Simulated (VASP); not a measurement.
Computed with PBE GGA, VASP's PBE PAW potentials (set 64) (plane waves; VASP 6.6.1).

Input for VASP

POSCAR:
```
GaN
1
    0.0000000000     2.2750713718     2.2750713718
    2.2750713718     0.0000000000     2.2750713718
    2.2750713718     2.2750713718     0.0000000000
Ga N
1 1
Direct
  0.0000000000   0.0000000000   0.0000000000
  0.2500000000   0.2500000000   0.2500000000
```

**INCAR**
```
SYSTEM  =  GaN
PREC  =  Accurate; ENCUT  =  520; LREAL  =  .False.
LASPH  =  .True.; ICHARG  =  11
EDIFF  =  1E-6; NELM  =  100; ALGO  =  Normal
LMAXMIX  =  4
ISMEAR  =  0; SIGMA  =  0.05
GGA  =  PE
LWAVE  =  .False.; LCHARG  =  .False.
```

### KPOINTS
```
k-points along high-symmetry lines
15
Line-mode
Reciprocal
  0.000000   0.000000   0.000000 ! GAMMA
 -0.500000  -0.500000   0.000000 ! X

 -0.500000  -0.500000   0.000000 ! X
 -0.375000  -0.375000   0.250000 ! U

 -0.375000   0.000000   0.375000 ! K
  0.000000   0.000000   0.000000 ! GAMMA

  0.000000   0.000000   0.000000 ! GAMMA
  0.000000   0.000000   0.500000 ! L

  0.000000   0.000000   0.500000 ! L
 -0.500000  -0.250000   0.250000 ! W

 -0.500000  -0.250000   0.250000 ! W
 -0.500000  -0.500000   0.000000 ! X
```

POTCAR, in this order: Ga_d N (PBE.64 set). Program: vasp_std. Read from the step before: CHGCAR.

The resulting files:

### OSZICAR
```
       N       E                     dE             d eps       ncg     rms          rms(c)
DAV:   1     0.862428592514E+02    0.86243E+02   -0.98744E+03  2508   0.251E+03
DAV:   2    -0.431176909624E+01   -0.90555E+02   -0.85488E+02  2715   0.363E+02
DAV:   3    -0.108339365359E+02   -0.65222E+01   -0.64724E+01  2590   0.838E+01
DAV:   4    -0.109433972127E+02   -0.10946E+00   -0.10940E+00  2805   0.117E+01
DAV:   5    -0.109452235815E+02   -0.18264E-02   -0.18263E-02  2568   0.127E+00
DAV:   6    -0.109452855465E+02   -0.61965E-04   -0.61965E-04  3191   0.215E-01
DAV:   7    -0.109452863901E+02   -0.84365E-06   -0.84364E-06  2330   0.202E-02
   1 F= -.10945286E+02 E0= -.10945286E+02  d E =-.101091E-16
```

File OUTCAR:
```
 val. band max:        4.9753949625   @ k =   0.0000   0.0000   0.0000

 cond. band min:       6.5154010310   @ k =   0.0000   0.0000   0.0000



 k-point     1 :       0.0000    0.0000    0.0000
  band No.  band energies     occupation
      1     -10.7182      2.00000
      2      -8.4465      2.00000
      3      -8.4465      2.00000
      4      -8.4465      2.00000
      5      -8.1547      2.00000
      6      -8.1547      2.00000
      7       4.9754      2.00000
      8       4.9754      2.00000
      9       4.9754      2.00000
     10       6.5154      0.00000
     11      15.0983      0.00000
     12      15.0983      0.00000
     13      15.0983      0.00000

 k-point     2 :      -0.0357   -0.0357    0.0000
  band No.  band energies     occupation
      1     -10.7000      2.00000
      2      -8.4434      2.00000
      3      -8.4434      2.00000
      4      -8.4418      2.00000
      5      -8.1561      2.00000
      6      -8.1538      2.00000
      7       4.7530      2.00000
      8       4.9344      2.00000
      9       4.9344      2.00000
     10       6.7443      0.00000
     11      14.9747      0.00000
     12      15.1403      0.00000
     13      15.1403      0.00000

 k-point     3 :      -0.0714   -0.0714    0.0000
  band No.  band energies     occupation
      1     -10.6467      2.00000
      2      -8.4342      2.00000
      3      -8.4342      2.00000
      4      -8.4269      2.00000
      5      -8.1599      2.00000
      6      -8.1512      2.00000
      7       4.2838      2.00000
      8       4.8154      2.00000
      9       4.8154      2.00000
     10       7.2299      0.00000
     11      14.6389      0.00000
     12      15.2631      0.00000
     13      15.2631      0.00000

 k-point     4 :      -0.1071   -0.1071    0.0000
  band No.  band energies     occupation
      1     -10.5619      2.00000
      2      -8.4192      2.00000
      3      -8.4192      2.00000
      4      -8.3999      2.00000
...
```

The density is held fixed in this step, so its total energy and stress have no physical meaning.

The compound is GaN in the zinc blende structure, a metastable form; wurtzite is the usual one. It was relaxed first.
